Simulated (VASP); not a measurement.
RuF2: single point with PBEsol+U

The system is RuF2.

```
Ru F
1.0
     1.47662    0.85253    4.46437
    -1.47662    0.85253    4.46437
     0.00000   -1.70505    4.46437
Ru F
1 2
Direct
  0.00000 0.00000 0.00000
  0.25200 0.25200 0.25200
  0.74800 0.74800 0.74800
```

The cell was built by a generator and needn't be a form met in nature.

```yaml
Program: VASP 6.6.1
Task: single point
Functional: PBEsol
Potentials_or_basis: VASP PAW PBE potentials, release 64 (Ru_pv, F)
Cutoff: 520 eV
k_mesh: 7 × 7 × 7
Occupations: gaussian, width 0.05 eV
Spin: collinear spin, ferromagnetic start
Starting_moments: "[1.0, 0.0, 0.0] μB"
Hubbard_terms: Ru d U = 8 eV
```

| Item | Value |
| --- | --- |
| Pressure | 32.9 GPa |
| Largest force | 1.858 eV/Å |
| Band gap on the k mesh | 4.67 eV, indirect (least direct gap 4.72 eV) |
| Net moment | 0.00 μB per cell |
| Valence electrons inside the program's atomic spheres | Ru 12.64; F 6.13 |

Forces on the atoms (eV/Å):
```
Ru   0.000  0.000  0.000
F    0.000  0.000 -1.858
F    0.000  0.000  1.858
```

Stress tensor (GPa, compression positive):
```
38.74  0.00  0.00
 0.00 38.74  0.00
 0.00  0.00 21.33
```

Levels at points of the mesh, in eV from the valence-band top:
Spin up:
```
           k point  band 12  band 13  band 14  band 15  band 16  band 17
(0.00, 0.00, 0.00)    -1.36    -1.36    -0.05     4.67     6.41     6.41
```
Spin down:
```csv
k point,band 10,band 11,band 12,band 13,band 14,band 15,band 16,band 17,band 18,band 19
"(0.00, 0.00, 0.00)",-3.57,-3.14,-1.36,-1.36,-0.05,4.67,6.41,6.41,10.17,14.45
```

Eigenvalues of the final occupation matrices:
| site | spin | trace | eigenvalues |
| --- | --- | --- | --- |
| site 1 d | 1 | 3.12 | 0.17 0.17 0.93 0.93 0.93 |
| site 1 d | 2 | 3.12 | 0.17 0.17 0.93 0.93 0.93 |

Wall time 90 s on 1 thread of AMD EPYC 9R45 96-Core Processor (Zen 5), on a shared host, peak memory 0.23 GiB.

Caveat: a pressure of tens of GPa on the cell as given is suspect, and the run, the potentials or the cell itself is likely at fault; the PAW data sets were made with another functional, which shifts forces and pressure a little; an odd mesh through Γ misses points on the zone boundary, where band edges often lie.
